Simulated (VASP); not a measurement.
Crystal: MoS2.

```
CELL_PARAMETERS angstrom
3.16100 0.00000 0.00000
-1.58050 2.73751 0.00000
0.00000 0.00000 11.68025
ATOMIC_POSITIONS crystal
Mo 0.33333 0.66667 0.25000
Mo 0.66667 0.33333 0.75000
S 0.66667 0.33333 0.38399
S 0.66667 0.33333 0.11601
S 0.33333 0.66667 0.88399
S 0.33333 0.66667 0.61601
```

The cell was built by a generator and needn't be a form met in nature.

Base run:

* Program: VASP 6.6.1
* Functional: PBE
* Potentials or basis: VASP PAW PBE potentials, release 64 (Mo_sv, S)
* Cutoff: 520 eV
* k mesh: 8 × 8 × 2
* Occupations: fermi-dirac, width 0.05 eV
* Spin: no spin polarisation

Its results: band gap on the k mesh 0.69 eV, indirect (least direct gap 1.87 eV); pressure 3.9 GPa; largest force 0.220 eV/Å.

**Question.** The run is repeated on the same cell with these changes: functional from PBE to vdW-DF. What comes out?

**Answer.** Band gap on the k mesh 0.73 eV, indirect (least direct gap 1.88 eV); pressure 10.2 GPa; largest force 0.165 eV/Å.

Caveats: the PAW data sets were made with another functional, which shifts forces and pressure a little (some runs).

A k mesh can miss the band edges.

Not every run made on this cell is shown here.
